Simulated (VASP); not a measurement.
All values below come from PBE GGA, VASP's PBE PAW potentials (set 64) (plane waves; VASP).

VASP ran on this input.

### INCAR
```
SYSTEM = Al
PREC = Accurate
ENCUT = 300
EDIFF = 1E-6
NELM = 100
ALGO = Normal
LREAL = .FALSE.
LASPH = .TRUE.
ISMEAR = -1
SIGMA = 0.1
GGA = PE
LWAVE = .FALSE.
LCHARG = .FALSE.
ISIF = 2
```

File POSCAR:
```
Al
1
    0.0000000000     1.9626700000     1.9626700000
    1.9626700000     0.0000000000     1.9626700000
    1.9626700000     1.9626700000     0.0000000000
Al
1
Direct
  0.0000000000   0.0000000000   0.0000000000
```

KPOINTS:
```
Automatic mesh
0
Gamma
14 14 14
0 0 0
```

POTCAR, in this order: Al (PBE.64 set). Program: vasp_std.

Problem. Predict the energy per atom (σ→0), pressure, band gap (on the k-mesh).

Solution. 
```yaml
energy per atom (σ→0): -3.704 eV/atom
band gap (on the k-mesh): none (metal, semimetal or under 0.01 eV)
pressure: 7.95 GPa
```

**OSZICAR**
```
...
DAV:   4    -0.373520993420E+01   -0.11408E-04   -0.11408E-04  1405   0.708E-02
DAV:   5    -0.373520997249E+01   -0.38286E-07   -0.37846E-07  1375   0.306E-03    0.153E+00
DAV:   6    -0.372095188282E+01    0.14258E-01   -0.12094E-03  1180   0.239E-01    0.884E-01
DAV:   7    -0.371049229000E+01    0.10460E-01   -0.38203E-03  1205   0.400E-01    0.174E-01
DAV:   8    -0.371048868104E+01    0.36090E-05   -0.19379E-05  1290   0.459E-02    0.338E-02
DAV:   9    -0.371048660544E+01    0.20756E-05   -0.10150E-06  1255   0.698E-03    0.761E-04
DAV:  10    -0.371048648711E+01    0.11833E-06   -0.51186E-09   685   0.802E-04
   1 F= -.37104865E+01 E0= -.37037224E+01  d E =-.135283E-01
```

The structure is a typed Al crystal (Fm-3m). The cell was not relaxed at this level, and its volume differs by -5.9 % from the start's.
